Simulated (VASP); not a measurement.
Input for VASP

### KPOINTS
```
Automatic mesh
0
Monkhorst-Pack
12 11 6
0 0 0
```

POSCAR:
```
Mo
1
   -1.6065000000     1.6065000000     1.6065000000
    1.6065000000    -1.6065000000     1.6065000000
    1.6065000000     1.6065000000    -1.6065000000
Mo
1
Direct
  0.0000000000   0.0000000000   0.0000000000
```

**INCAR**
```
SYSTEM = Mo
PREC = Accurate
ENCUT = 400
EDIFF = 1E-6
NELM = 100
ALGO = Normal
LREAL = .FALSE.
LASPH = .TRUE.
ISMEAR = 1
SIGMA = 0.1
GGA = PE
LMAXMIX = 4
LWAVE = .FALSE.
LCHARG = .FALSE.
ISIF = 2
```

POTCAR, in this order: Mo_sv (PBE.64 set). Program: vasp_std.

Question: Does this input run properly? What does VASP do?

Answer: There is a fault: the mesh has unequal divisions along equivalent axes and breaks the lattice's symmetry. The run ends without an error. Against the sound run, the energy per atom (σ→0) rises by 0.030 eV/atom; the pressure rises by 0.59 GPa.

standard output:
```
 POSCAR found type information on POSCAR Mo
 POSCAR found :  1 types and       1 ions
 Reading from existing POTCAR
 Reading from existing POTCAR
 LDA part: xc-table for (Slater+PW92), standard interpolation

 -----------------------------------------------------------------------------
|                                                                             |
|           W    W    AA    RRRRR   N    N  II  N    N   GGGG   !!!           |
|           W    W   A  A   R    R  NN   N  II  NN   N  G    G  !!!           |
|           W    W  A    A  R    R  N N  N  II  N N  N  G       !!!           |
|           W WW W  AAAAAA  RRRRR   N  N N  II  N  N N  G  GGG   !            |
|           WW  WW  A    A  R   R   N   NN  II  N   NN  G    G                |
|           W    W  A    A  R    R  N    N  II  N    N   GGGG   !!!           |
|                                                                             |
|     Your reciprocal lattice and k-lattice belong to different lattice       |
|     classes:                                                                |
|                                                                             |
|        The reciprocal lattice is face-centered cubic,                       |
|        whereas your k-lattice is triclinic.                                 |
|                                                                             |
|     Results are often still useful ...                                      |
|                                                                             |
 -----------------------------------------------------------------------------

 POSCAR, INCAR and KPOINTS ok, starting setup
 WAVECAR not read
 entering main loop
       N       E                     dE             d eps       ncg     rms          rms(c)
DAV:   1     0.703111873311E+02    0.70311E+02   -0.72716E+03  8556   0.108E+03
DAV:   2    -0.106028646683E+02   -0.80914E+02   -0.78186E+02  9197   0.296E+02
DAV:   3    -0.116062987755E+02   -0.10034E+01   -0.99542E+00  9680   0.328E+01
DAV:   4    -0.116091871192E+02   -0.28883E-02   -0.28876E-02  9181   0.198E+00
DAV:   5    -0.116092006358E+02   -0.13517E-04   -0.13518E-04  9805   0.134E-01    0.128E+01
DAV:   6    -0.109768781956E+02    0.63232E+00   -0.11703E+00  9147   0.128E+01    0.315E+00
DAV:   7    -0.108942416097E+02    0.82637E-01   -0.22396E-01 10070   0.520E+00    0.110E+00
DAV:   8    -0.108904380813E+02    0.38035E-02   -0.47953E-03  8763   0.994E-01    0.207E-01
DAV:   9    -0.108904116945E+02    0.26387E-04   -0.31626E-04  9973   0.217E-01    0.631E-02
DAV:  10    -0.108904222870E+02   -0.10593E-04   -0.13057E-05  8967   0.436E-02    0.129E-02
DAV:  11    -0.108904222082E+02    0.78815E-07   -0.11764E-06  7027   0.110E-02
   1 F= -.10890422E+02 E0= -.10890181E+02  d E =-.724457E-03
```

OUTCAR:
```
------------------------ aborting loop because EDIFF is reached ----------------------------------------
  FORCE on cell =-STRESS in cart. coord.  units (eV):
  Direction    XX          YY          ZZ          XY          YZ          ZX
  --------------------------------------------------------------------------------------
  Total       -1.2018634     -1.2018634     -1.2018634      0.0000000     -0.0000000      0.0000000
  in kB     -116.1083627   -116.1083627   -116.1083627      0.0000000     -0.0000000      0.0000000
  external PRESSURE =    -116.1083627 kB  Pullay stress =       0.0000000 kB
  volume of cell :       16.58
      direct lattice vectors                 reciprocal lattice vectors
    -1.606500000  1.606500000  1.606500000     0.000000000  0.311235605  0.311235605
     1.606500000 -1.606500000  1.606500000     0.311235605  0.000000000  0.311235605
     1.606500000  1.606500000 -1.606500000     0.311235605  0.311235605  0.000000000
 POSITION                                       TOTAL-FORCE (eV/Angst)
 -----------------------------------------------------------------------------------
      0.00000      0.00000      0.00000         0.000000     -0.000000      0.000000
 -----------------------------------------------------------------------------------
    total drift:                                0.000000     -0.000000      0.000000
  FREE ENERGIE OF THE ION-ELECTRON SYSTEM (eV)
  ---------------------------------------------------
  free  energy   TOTEN  =       -10.8904222082 eV

  energy  without entropy=      -10.8896977513  energy(sigma->0) =      -10.89018072
```
(Selected blocks of OUTCAR.)

To mend it, correct KPOINTS.
**KPOINTS**
```
Automatic mesh
0
Gamma
12 12 12
0 0 0
```
The mended run (PBE GGA, plane waves, VASP's PBE PAW potentials (set 64)) converges, and its OSZICAR ends with
```
   1 F= -.10920311E+02 E0= -.10920134E+02  d E =-.533601E-03
```

The compound is Mo in the bcc structure. The cell was not relaxed at this level.
